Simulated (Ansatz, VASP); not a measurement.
# Cross-check of Ni (Ni(110)-(1x2) missing row) between VASP and Ansatz, part 3 of 3

Wanted: the spread between two codes on one cell, functional and k mesh. Of the first pair: The structure shown is the start of the Ansatz relaxation below; VASP solves that cell, so the two are compared at the walk's first step.

VASP 6.6.1 and Ansatz 0.2.0.

So far: Starting point; Ansatz: relaxation, PBE with D3(BJ); VASP: single point, PBE with D3(BJ), start cell, pair 1; Side by side.

## Step 6: VASP: single point, PBE with D3(BJ), relaxed cell, pair 2

Level of this step: PBE with D3(BJ), spin-polarised from a ferromagnetic start; plane waves and PAW (Ni) (VASP).

The same cell, functional, mesh and smearing now go to VASP, with its own data sets.

INCAR

```
SYSTEM = Ni
PREC = Accurate
ENCUT = 520
EDIFF = 1E-06
NELM = 200
ISMEAR = -1
SIGMA = 0.1
LREAL = .FALSE.
ALGO = Normal
GGA = PE
IVDW = 12
NBANDS = 64
ISPIN = 2
MAGMOM = 0.78 0.79 0.69 0.69 0.77 0.67 0.73 0.73 0.76
LASPH = .TRUE.
LMAXMIX = 4
LORBIT = 11
LWAVE = .FALSE.
LCHARG = .FALSE.
ISIF = 2
LDIPOL = .TRUE.
IDIPOL = 3
DIPOL = 0.5 0.5 0.486
LVHAR = .TRUE.
GGA_COMPAT = .FALSE.
NELMDL = -8
KPAR = 2
```

POSCAR

```
Ni
1.0
    7.0400000000      0.0000000000      0.0000000000
    0.0000000000      2.4890158698      0.0000000000
    0.0000000000      0.0000000000     21.9780317396
Ni
9
Direct
    0.0000000000      0.0000000000      0.3867498282
    0.5000000000      0.0000000000      0.3867498282
    0.2500000000      0.5000000000      0.4433749141
    0.7500000000      0.5000000000      0.4433749141
    0.0000000000      0.0000000000      0.4976569845
    0.5000000000      0.0000000000      0.4994084304
    0.2546579355      0.5000000000      0.5551384399
    0.7453420645      0.5000000000      0.5551384399
    0.0000000000      0.0000000000      0.6045235244
```

KPOINTS

```
Automatic mesh
0
Gamma
4 11 1
0 0 0
```

PAW data sets: Ni (PBE family, release 64).

Launch:

```sh
$ mpirun -np 2 vasp_std
```

Numbers of over 12 decimals in the logs are rounded to 6 here.

Log:

```text
[... set-up lines as in an earlier step ...]
 entering main loop
       N       E                     dE             d eps       ncg     rms          rms(c)
DAV:   1     0.617483164065E+03    0.61748E+03   -0.37680E+04  4608   0.136E+03
DAV:   2    -0.891721018431E+01   -0.62640E+03   -0.59466E+03  4640   0.311E+02
DAV:   3    -0.515418593525E+02   -0.42625E+02   -0.40163E+02  5096   0.117E+02
DAV:   4    -0.523440795167E+02   -0.80222E+00   -0.79979E+00  5208   0.181E+01
[...]
DAV:  51    -0.444355658713E+02   -0.13654E-05   -0.38894E-08  3160   0.122E-03    0.738E-04
DAV:  52    -0.444355673188E+02   -0.14475E-05   -0.23224E-08  3120   0.665E-04    0.608E-04
DAV:  53    -0.444355678858E+02   -0.56700E-06   -0.46723E-09  3160   0.435E-04
   1 F= -.47024708E+02 E0= -.46740840E+02  d E =-.567736E+00  mag=     6.2007
```

OUTCAR, selected parts (step 6):

```text
 Edisp (eV)   -2.58914

  Total      -6.80541    -7.18161    -1.52793     0.00000     0.00000     0.00000
  in kB     -28.31234   -29.87745    -6.35661     0.00000     0.00000     0.00000
  external pressure =      -21.52 kB  Pullay stress =        0.00 kB

 POSITION                                       TOTAL-FORCE (eV/Angst)
 -----------------------------------------------------------------------------------
      0.00000      0.00000      8.50000         0.000000     -0.000000      0.553177
      3.52000      0.00000      8.50000         0.000000     -0.000000      0.641279
      1.76000      1.24451      9.74451         0.081271      0.000000     -0.585587
      5.28000      1.24451      9.74451        -0.081271     -0.000000     -0.585587
      0.00000      0.00000     10.93752         0.000000     -0.000000     -0.011638
      3.52000      0.00000     10.97601         0.000000     -0.000000     -0.016470
      1.79279      1.24451     12.20085         0.008441     -0.000000      0.000629
      5.24721      1.24451     12.20085        -0.008441     -0.000000      0.000629
      0.00000      0.00000     13.28624         0.000000     -0.000000      0.003567
 -----------------------------------------------------------------------------------
    total drift:                                0.000000      0.000000     -0.000270

  FREE ENERGIE OF THE ION-ELECTRON SYSTEM (eV)
  ---------------------------------------------------
  free  energy   TOTEN  =       -47.0247081165 eV

  energy  without entropy=      -46.4569726012  energy(sigma->0) =      -46.74084036

 magnetization (x)
# of ion       s       p       d       tot
------------------------------------------
    1        0.002  -0.012   0.763   0.753
    2       -0.001  -0.016   0.782   0.765
    3       -0.007  -0.025   0.679   0.646
    4       -0.007  -0.025   0.679   0.646
    5       -0.008  -0.026   0.751   0.716
    6       -0.007  -0.026   0.660   0.626
    7       -0.004  -0.022   0.724   0.698
    8       -0.004  -0.022   0.724   0.698
    9       -0.001  -0.015   0.741   0.726
--------------------------------------------------
tot         -0.038  -0.189   6.502   6.275

[... 2 parts as in an earlier step ...]

[... 1 further part left out ...]
[key lines of the parts left out:]
E-fermi :  -0.9752
```

## Step 7: Differences

What differs besides the data sets and the points named for the pairs above, as far as they apply: the data sets hold 162 valence electrons in Ansatz (on its default PAW (the set named soft_2) files) and 90 in VASP; site moments are counted in spheres of each program's own size. Total energies have different zeros and are not compared.

Both answers:

```tsv
quantity	Ansatz	VASP	difference
total moment (μB)	6.31	6.20	+0.11
moment on Ni2 (μB)	0.79	0.77	+0.03
moment on Ni1 (μB)	0.78	0.75	+0.03
moment on Ni9 (μB)	0.76	0.73	+0.03
moment on Ni5 (μB)	0.77	0.72	+0.05
moment on Ni8 (μB)	0.73	0.70	+0.04
moment on Ni7 (μB)	0.73	0.70	+0.04
moment on Ni4 (μB)	0.69	0.65	+0.04
moment on Ni3 (μB)	0.69	0.65	+0.04
work function, lower of the two faces (eV)	4.48	4.47	+0.01
work function, higher of the two faces (eV)	4.69	4.68	+0.02
```

Forces (eV/Å; atoms numbered as in POSCAR):

```tsv
atom	Ansatz x, y, z	VASP x, y, z
Ni1	0.000, 0.000, 0.560	0.000, 0.000, 0.553
Ni2	0.000, 0.000, 0.652	0.000, 0.000, 0.641
Ni3	0.080, 0.000, -0.604	0.081, 0.000, -0.586
Ni4	-0.080, 0.000, -0.604	-0.081, 0.000, -0.586
Ni5	0.000, 0.000, -0.009	0.000, 0.000, -0.012
Ni6	0.000, 0.000, -0.004	0.000, 0.000, -0.016
Ni7	0.002, 0.000, 0.004	0.008, 0.000, 0.001
Ni8	-0.002, 0.000, 0.004	-0.008, 0.000, 0.001
Ni9	0.000, 0.000, 0.001	0.000, 0.000, 0.004
```

The forces differ by 6.4 meV/Å r.m.s., which is 2.8 % of the r.m.s. force of 0.229 eV/Å (both taken over all components). With vacuum in the cell, a pressure given here is an average over mostly empty space and none of the material.

## Step 8: Summary of results

| Item | Value |
| --- | --- |
| r.m.s. force difference (single point, PBE with D3(BJ), start cell, pair 1) | 2.5 % of the r.m.s. force |
| r.m.s. force difference (single point, PBE with D3(BJ), relaxed cell, pair 2) | 2.8 % of the r.m.s. force |

In words: The r.m.s. force difference is 2.8 % of the r.m.s. force (single point, PBE with D3(BJ), relaxed cell, pair 2), within the 3 % picked in this series as the mark of a large difference. The data sets hold unlike numbers of valence electrons (162 in Ansatz and 90 in VASP), so part of the differences comes from the potentials. How closely two codes agree says nothing of how well the functional describes the real material.

[Lines on the potential files, build, host, timing and source positions are cut from VASP's logs without a mark.]

[Logs are printed without paths, hosts, clocks, repeated set-up lines and the standing remarks that a program may print on its own settings, such as how far it seeks lower states.]

[Hosts, paths, dates, database ids (printed as entryN), source tags and the programs' standing remarks are cut or masked in the printed files.]
